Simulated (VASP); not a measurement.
Input of a VASP 6.6.1 run:

INCAR

```
SYSTEM = AlIF2
PREC = Accurate
ENCUT = 520
EDIFF = 1E-6
ISMEAR = 0
SIGMA = 0.01
LREAL = .False.
LASPH = .True.
NELM = 80
ALGO = Fast
ISIF = 2
LWAVE = .False.
LCHARG = .False.
GGA = RE
IVDW = 13
```

File KPOINTS:

```
regular mesh
0
Gamma
  1 1 1
  0 0 0
```

POSCAR

```
AlIF2
1.0
   12.0000000000      0.0000000000      0.0000000000
    0.0000000000     12.0000000000      0.0000000000
    0.0000000000      0.0000000000     12.0000000000
F Al I
2 1 1
Cartesian
    7.3361000400      6.9280500000      7.1892500400
    6.5064000000      4.5807500400      5.8923500400
    6.3503000400      6.1911500400      6.1155500400
    4.6899000000      7.4612499600      4.8787500000
```

Potentials or basis: VASP PAW PBE potentials, release 64 (F, Al, I).

Run with:

```bash
$ cat potpaw_PBE.64/F/POTCAR potpaw_PBE.64/Al/POTCAR potpaw_PBE.64/I/POTCAR > POTCAR
$ mpirun -np 1 vasp_gam > vasp.out
```

What does it give for the largest force?

0.781 eV/Å.

Predict the gap between the frontier levels.

4.79 eV.

Estimate the dispersion energy per atom.

-0.054 eV.

Forces in eV/Å, atoms in the order of the input:
```
F    0.466  0.361  0.510
F    0.065 -0.770 -0.113
Al  -0.334  0.256 -0.249
I   -0.197  0.152 -0.147
```

Caveat: the PAW data sets were made with another functional, which shifts forces and pressure a little; spin-orbit coupling is left out, which moves the levels of the heavy elements.
